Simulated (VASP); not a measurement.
Consider the following.

```yaml
crystal:
  lattice:
    - [0.00000, 2.82713, 2.82713]
    - [2.82713, 0.00000, 2.82713]
    - [2.82713, 2.82713, 0.00000]
  atoms:
    - { symbol: Ga, position: [0.00000, 0.00000, 0.00000] }
    - { symbol: As, position: [0.25000, 0.25000, 0.25000] }
```

Calculation: MS2 meta-GGA, VASP's PBE PAW potentials (set 64) (plane waves; VASP). Settings: 520 eV cut-off, 9×9×9 Γ-centred mesh, tetrahedra with Blöchl corrections, potentials Ga_d As.

**Question.** Predict the energy per atom (σ→0), band gap (over mesh and band path) with the smallest direct gap where there is one.

**Answer.** 
* **band gap (over mesh and band path)**: 0.93 eV
* **smallest direct gap (over mesh and band path)**: 0.93 eV
* **energy per atom (σ→0)**: -5.357 eV/atom

The compound is GaAs in the zinc blende structure. It was relaxed first.
